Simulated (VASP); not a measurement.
Here is the system:

```xyz
2
Lattice="3.2480 0.0000 0.0000 0.0000 3.2480 0.0000 0.0000 0.0000 3.2480" Properties=species:S:1:pos:R:3 pbc="T T T"
In     1.6240     1.6240     1.6240
Pd     0.0000     0.0000     0.0000
```

All values below come from PBEsol GGA, VASP's PBE PAW potentials (set 64) (plane waves; VASP). Numerical set-up: 500 eV cut-off, 11×11×11 Γ-centred mesh, first-order Methfessel-Paxton smearing of 0.10 eV, potentials In_d Pd.

Energy and stress use the plane-wave basis of the starting cell.

Problem. The ions, cell shape and volume at an external pressure of 5.0 GPa are relaxed. What does this cell relax into?

Solution. 
```xyz
2
Lattice="3.2123 0.0000 0.0000 0.0000 3.2123 0.0000 0.0000 0.0000 3.2123" Properties=species:S:1:pos:R:3 pbc="T T T"
In     1.6062     1.6062     1.6062
Pd     0.0000     0.0000     0.0000
```
Space group Pm-3m (221), at a tolerance of 0.03 Å.

Problem. How do energy and volume change from the first to the last step?

Solution. The energy (σ→0) changes by +8.2 meV/atom and the volume by -3.3 %, in 3 ionic steps.

The compound is PdIn in the CsCl type structure. This run relaxes it under an external pressure of 5 GPa. Symmetry was kept, so distortions that lower it aren't found. The electron count is odd and the run is not spin-polarised, which forces a metal.
